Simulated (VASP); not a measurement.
All values below come from r2SCAN+rVV10, VASP's PBE PAW potentials (set 64) (plane waves; VASP).

VASP input:

### KPOINTS_OPT
```
k-points along high-symmetry lines
10
Line-mode
Reciprocal
  0.000000   0.000000   0.000000 ! GAMMA
  0.000000   0.500000   0.000000 ! X

  0.000000   0.500000   0.000000 ! X
  0.500000   0.500000   0.000000 ! M

  0.500000   0.500000   0.000000 ! M
  0.000000   0.000000   0.000000 ! GAMMA

  0.000000   0.000000   0.000000 ! GAMMA
  0.500000   0.500000   0.500000 ! R

  0.500000   0.500000   0.500000 ! R
  0.000000   0.500000   0.000000 ! X

  0.500000   0.500000   0.500000 ! R
  0.500000   0.500000   0.000000 ! M
```

### KPOINTS
```
K-points
0
gamma
  14 14 14
```

INCAR:
```
! general
SYSTEM    =  FeAl
PREC      =  Accurate
ENCUT     =  520
LREAL     =  .FALSE.   ! projection in real space or not
LASPH     =  .TRUE.

! electronic loop
EDIFF     =  1E-7   ! SCF stop (eV)
NELM      =  100   ! most electronic steps
ALGO      =  Normal   ! blocked Davidson
LMAXMIX   =  4   ! l cut-off of mixed one-centre charges
LMIXTAU   =  .TRUE.

! smearing
ISMEAR    =  -5

! functional
METAGGA   =  R2SCAN
LUSE_VDW  =  .TRUE.
BPARAM    =  11.95
CPARAM    =  0.0093

! ions
ISIF      =  2

! output
LWAVE     =  .FALSE.
LCHARG    =  .FALSE.
LORBIT    =  11   ! lm-projected
NEDOS     =  601   ! DOS grid
```

**POSCAR**
```
FeAl
1
    2.8354338639    -0.0000000000     0.0000000000
   -0.0000000000     2.8354338639     0.0000000000
    0.0000000000    -0.0000000000     2.8354338639
Al Fe
1 1
Direct
  0.5000000000   0.5000000000   0.5000000000
  0.0000000000   0.0000000000   0.0000000000
```

POTCAR, in this order: Al Fe (PBE.64 set). Program: vasp_std.

Estimate the energy per atom (σ→0), band gap (over mesh and band path).

```
Item                                                                  Result
----------------------------------  ----------------------------------------
energy per atom (σ→0)                                        -10.520 eV/atom
band gap (over mesh and band path)  none (metal, semimetal or under 0.01 eV)
```

### OSZICAR
```
...
DAV:  14    -0.210400797414E+02   -0.27332E-05   -0.25687E-05  2733   0.806E-02    0.132E-02
DAV:  15    -0.210400782630E+02    0.14784E-05   -0.40893E-06  2432   0.255E-02    0.339E-03
DAV:  16    -0.210400786424E+02   -0.37943E-06   -0.92550E-07  2273   0.181E-02    0.141E-03
DAV:  17    -0.210400785377E+02    0.10470E-06   -0.12821E-08  1122   0.170E-03    0.146E-03
DAV:  18    -0.210400779903E+02    0.54745E-06   -0.20346E-08  1107   0.202E-03    0.803E-04
DAV:  19    -0.210400780560E+02   -0.65698E-07   -0.52272E-08  1104   0.343E-03
   1 F= -.21040078E+02 E0= -.21040078E+02  d E =0.000000E+00
       N       E                     dE             ncg
```

The compound is FeAl in the CsCl type structure. It was relaxed first, which changed the volume by -7 %. The run is not spin-polarised, so no magnetic state was tried. The electron count is odd and the run is not spin-polarised, which forces a metal.
